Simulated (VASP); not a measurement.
Here is the system:

```yaml
crystal:
  lattice:
    - [4.07178, 0.00000, 0.00000]
    - [0.00000, 4.05393, 0.00000]
    - [0.00000, 0.00000, 5.15519]
  atoms:
    - { symbol: Pb, position: [0.50000, 0.00000, 0.76500] }
    - { symbol: Pb, position: [0.00000, 0.50000, 0.23500] }
    - { symbol: O, position: [0.50000, 0.50000, 0.00000] }
    - { symbol: O, position: [0.00698, 0.00000, 0.00000] }
```

Calculation: PBE GGA, VASP's PBE PAW potentials (set 64) (plane waves; VASP). Numerical set-up: 800 eV cut-off, 5×5×4 Γ-centred mesh, Gaussian smearing of 0.050 eV, potentials Pb_d O_h.

Question: Which forces act on the atoms, in eV/Å?

Answer: 
```json
[
 {"atom": "Pb1", "Fx": "0.056", "Fy": "0.000", "Fz": "0.421"},
 {"atom": "Pb2", "Fx": "0.016", "Fy": "0.000", "Fz": "-0.426"},
 {"atom": "O3", "Fx": "0.084", "Fy": "0.000", "Fz": "0.026"},
 {"atom": "O4", "Fx": "-0.156", "Fy": "0.000", "Fz": "-0.020"}
]
```

Question: Give the stress tensor in GPa (positive for a compressed cell).

Answer: 
```
-2.01   0.00  -0.12
 0.00  -1.80   0.00
-0.12   0.00  -2.11
```
The pressure is its mean diagonal, -1.97 GPa.

The compound is PbO in the litharge structure. The cell was not relaxed at this level. The run is one of a series of settings (ENCUT = 800, POTCAR Pb_d O_h (PBE.64 set) against the base run), some of them coarse on purpose.
